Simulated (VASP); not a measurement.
Wanted: the native input for a VASP 6.6.1 run.

```yaml
Task: single point
Functional: LDA
Potentials_or_basis: VASP PAW LDA potentials, release 64 (Pd, In_d)
Cutoff: 520 eV
k_mesh: 9 × 9 × 1
Occupations: methfessel-paxton, width 0.1 eV
Spin: no spin polarisation
Dipole_correction: yes
Further_INCAR_settings: ALGO = Normal; EDIFF = 1e-06; NBANDS = 94
```

The structure of InPd lies in POSCAR:

```
InPd                                    
1.0
    4.5515685700      0.0000000000      0.0000000000
   -2.2757842800      3.9417740100      0.0000000000
    0.0000000000      0.0000000000     27.0781055700
  Pd              In            
     7     7
Direct
     0.3333333300000021    0.6666666699999979    0.2898413034094803
     0.0000000000000000    1.0000000000000000    0.3426338339093174
     0.6666666699999979    0.3333333300000021    0.4121788083251338
     0.3333333300000021    0.6666666699999979    0.4865650669047232
     0.0000000000000000    1.0000000000000000    0.5494132039291507
     0.6666666699999979    0.3333333300000021    0.6158862377716668
     0.3333333300000021    0.6666666699999979    0.6870414607077610
     0.6666666699999979    0.3333333300000021    0.3032132104738943
     0.3333333300000021    0.6666666699999979    0.3837159403998189
     0.0000000000000000    1.0000000000000000    0.4459005833814710
     0.6666666699999979    0.3333333300000021    0.5152962540623564
     0.3333333300000021    0.6666666699999979    0.5877200803221355
     0.0000000000000000    1.0000000000000000    0.6580636753587051
     0.6666666699999979    0.3333333300000021    0.7225303410443856
```

These files were run (other wordings do the same):

INCAR

```
SYSTEM = InPd
ALGO     = Normal         ! electronic algorithm
DIPOL    = 0.5 0.5 0.500
EDIFF    = 1E-6           ! SCF threshold, eV
ENCUT    = 520            ! plane-wave cutoff, eV
GGA      = CA             ! functional
ICORELEVEL= 1            
IDIPOL   = 3            
ISIF     = 2              ! what is computed and relaxed
ISMEAR   = 1              ! smearing method
KPAR     = 4            
LASPH    = .True.         ! aspherical terms in the spheres
LCHARG   = .False.        ! write CHGCAR
LDIPOL   = .True.       
LREAL    = .False.        ! projectors in reciprocal space
LVACPOTAV= .True.       
LVHAR    = .True.       
LWAVE    = .False.        ! write WAVECAR
NBANDS   = 94             ! bands
NELM     = 80             ! most SCF steps
PREC     = Accurate       ! precision mode
SIGMA    = 0.1            ! smearing width, eV
```

KPOINTS

```
k-points
0
Gamma
  9 9 1
  0 0 0
```

Potentials or basis: VASP PAW LDA potentials, release 64 (Pd, In_d).

Run with:

```sh
$ cat potpaw_LDA.64/Pd/POTCAR potpaw_LDA.64/In_d/POTCAR > POTCAR
$ mpirun -np 4 vasp_std > vasp.out
```

Results of the run:

* Largest force: 0.018 eV/Å
* Band gap on the k mesh: none (metal or under the smearing width)
* Work function of the upper face: 4.68 eV
* Work function of the lower face: 4.76 eV

Wall time 8.6 min on 4 MPI ranks on Intel(R) Xeon(R) 6975P-C (Granite Rapids), on a shared host, peak memory 0.67 GiB a rank.
